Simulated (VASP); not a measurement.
Computed with RPBE GGA, VASP's PBE PAW potentials (set 64) (plane waves; VASP).

The input files of a VASP run:

**POSCAR**
```
PbO
1
    4.1188781818     0.0000000000     0.0000000000
    0.0000000000     4.1188781818     0.0000000000
    0.0000000000     0.0000000000     6.5888691527
Pb O
2 2
Direct
  0.5000000000   1.0000000000   0.8196678093
  0.0000000000   0.5000000000   0.1803321907
  0.5000000000   0.5000000000   0.0000000000
  0.0000000000   1.0000000000   0.0000000000
```

**KPOINTS**
```
Automatic mesh
0
Gamma
5 5 3
0 0 0
```

**INCAR**
```
PREC=Accurate
ALGO=Normal   ! blocked Davidson
ISIF=3
EDIFF=1E-6
IBRION=2
ISMEAR=0
ENCUT=520
NSW=60
LREAL=.False.   ! projection in real space or not
SIGMA=0.05   ! width (eV)
NELM=100   ! most electronic steps
LMAXMIX=4
SYSTEM=PbO
LASPH=.True.   ! aspherical one-centre terms
GGA=RP
LWAVE=.False.
LCHARG=.False.
EDIFFG=-0.02
```

POTCAR, in this order: Pb_d O (PBE.64 set). Program: vasp_std.

Task: What will the output report for the number of irreducible k-points (NKPTS), largest plane-wave count, number of space-group operations, FFT grid (NGX, NGY, NGZ)?

Result: 
| Quantity | Result |
|---|---|
| number of irreducible k-points (NKPTS) | 12 |
| largest plane-wave count | 3033 |
| number of space-group operations | 16 |
| FFT grid (NGX, NGY, NGZ) | 32 × 32 × 50 |

The compound is PbO in the litharge structure. It was relaxed first, which changed the volume by +41 %. The start is the result of an earlier pass.
